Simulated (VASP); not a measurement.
These are PBEsol GGA, VASP's PBE PAW potentials (set 64) (plane waves; VASP) values and carry that method's errors.

VASP input:

File KPOINTS:
```
K-points
0
G
  6 6 6
```

### INCAR
```
LCHARG=.FALSE.
EDIFF=1E-6
ISMEAR=0   ! Gaussian
LWAVE=.FALSE.
GGA=PS   ! PBEsol
LREAL=.FALSE.
ENCUT=300
ALGO=Normal   ! blocked Davidson
ISIF=2   ! forces and stress, cell fixed
LMAXMIX=4
SYSTEM=SrAg3Pd2
NELM=100   ! most electronic steps
LASPH=.TRUE.   ! aspherical one-centre terms
PREC=Accurate
SIGMA=0.2   ! width (eV)
```

POSCAR:
```
SrAg3Pd2
1
    5.4376080000     0.0000000000     0.0000000000
   -2.7188040000     4.7091070000     0.0000000000
    0.0000000000     0.0000000000     4.4650370000
Sr Ag Pd
1 3 2
Direct
  0.0000000000   0.0000000000   0.0000000000
  0.5000000000   0.0000000000   0.5000000000
  0.5000000000   0.5000000000   0.5000000000
  0.0000000000   0.5000000000   0.5000000000
  0.3333330000   0.6666670000   0.0000000000
  0.6666670000   0.3333330000   0.0000000000
```

POTCAR, in this order: Sr_sv Ag Pd (PBE.64 set). Program: vasp_std.

At this cut-off the stress carries a Pulay error, which pulls relaxed volumes low.

Question: What does the run give for the energy per atom (σ→0), pressure, band gap (on the k-mesh)?

Answer: 
```yaml
energy per atom (σ→0): -4.249 eV/atom
band gap (on the k-mesh): none (metal, semimetal or under 0.01 eV)
pressure: 2.57 GPa
```

**OSZICAR**
```
...
DAV:   8    -0.255351230322E+02    0.86345E-01   -0.48767E-01  2313   0.678E+00    0.341E+00
DAV:   9    -0.255179048615E+02    0.17218E-01   -0.63828E-02  2558   0.214E+00    0.664E-01
DAV:  10    -0.255174659137E+02    0.43895E-03   -0.41954E-03  2385   0.454E-01    0.168E-01
DAV:  11    -0.255174453455E+02    0.20568E-04   -0.72263E-04  2530   0.190E-01    0.621E-02
DAV:  12    -0.255174243396E+02    0.21006E-04   -0.12634E-04  2345   0.106E-01    0.146E-02
DAV:  13    -0.255174267761E+02   -0.24365E-05   -0.10805E-05  2535   0.237E-02    0.576E-03
DAV:  14    -0.255174263775E+02    0.39854E-06   -0.16223E-06  1541   0.958E-03
   1 F= -.25517426E+02 E0= -.25495877E+02  d E =-.430990E-01
```

The structure comes from a computed database's SrAg3Pd2 entry (P6/mmm); how it stands against other phases isn't given here. The cell was not relaxed at this level, and its volume differs by -5.9 % from the start's. The electron count is odd and the run is not spin-polarised, which forces a metal.
